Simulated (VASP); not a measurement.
An input for Quantum ESPRESSO's pw.x (written as the equivalent of a VASP run, and not itself run):

```
&CONTROL
  calculation = 'scf'
  pseudo_dir = './pseudo'
  outdir = './out'
  tprnfor = .true.
  tstress = .true.
/
&SYSTEM
  ibrav = 0
  nat = 8
  ntyp = 2
  ecutwfc = 80
  occupations = 'smearing'
  smearing = 'methfessel-paxton'
  degauss = 0.00735
  input_dft = 'pbe'
/
&ELECTRONS
  conv_thr = 7.3e-08
  electron_maxstep = 100
/
ATOMIC_SPECIES
  Si 28.085 Si.upf
  Mo 95.950 Mo.upf
CELL_PARAMETERS angstrom
     4.8900000    0.0000000    0.0000000
     0.0000000    4.8900000    0.0000000
     0.0000000    0.0000000    4.8900000
ATOMIC_POSITIONS crystal
  Si   0.5028680  0.4917910  0.5000340
  Si  -0.0034400  0.0078110 -0.0016140
  Mo   0.2515300 -0.0040020  0.4889750
  Mo   0.4988650  0.2587100  0.0061430
  Mo   0.4993460  0.7497700 -0.0051770
  Mo   0.7353170 -0.0014300  0.5017620
  Mo   0.0030430  0.4963350  0.7596300
  Mo   0.0124720  0.5010140  0.2502460
K_POINTS automatic
  5 5 5 0 0 0
```

Problem. Write the VASP files for the same calculation (PBE).

Solution. This is not unique; one that fits is 
KPOINTS:
```
Automatic mesh
0
Gamma
5 5 5
0 0 0
```

### INCAR
```
LMAXMIX=4   ! l cut-off of mixed one-centre charges
EDIFF=1E-6   ! SCF stop (eV)
LREAL=.FALSE.   ! projection in real space or not
ISIF=2   ! forces and stress, cell fixed
LASPH=.TRUE.   ! aspherical one-centre terms
SYSTEM=Mo3Si
SIGMA=0.1   ! width (eV)
ENCUT=300
ALGO=Normal   ! blocked Davidson
LWAVE=.FALSE.
PREC=Accurate
GGA=PE
LCHARG=.FALSE.
ISMEAR=1   ! Methfessel-Paxton
NELM=100
```

### POSCAR
```
Mo3Si
1.0
  4.8900000000   0.0000000000   0.0000000000
  0.0000000000   4.8900000000   0.0000000000
  0.0000000000   0.0000000000   4.8900000000
Si Mo
2 6
Cartesian
  2.4590245200   2.4048579900   2.4451662600
 -0.0168216000   0.0381957900  -0.0078924600
  1.2299817000  -0.0195697800   2.3910877500
  2.4394498500   1.2650919000   0.0300392700
  2.4418019400   3.6663753000  -0.0253155300
  3.5957001300  -0.0069927000   2.4536161800
  0.0148802700   2.4270781500   3.7145907000
  0.0609880800   2.4499584600   1.2237029400
```

POTCAR, in this order: Si Mo_sv (PBE.64 set). Program: vasp_std.

Limits of the translation: the potentials are each code's own (VASP's PAW set, PseudoDojo norm-conserving files in pw.x), so ENCUT and ecutwfc are chosen apart and not converted; conv_thr bounds pw.x's estimated SCF error, while EDIFF bounds the energy change between steps.

The structure is a typed Mo3Si crystal. The cell was not relaxed at this level, atoms are displaced from their ideal sites.
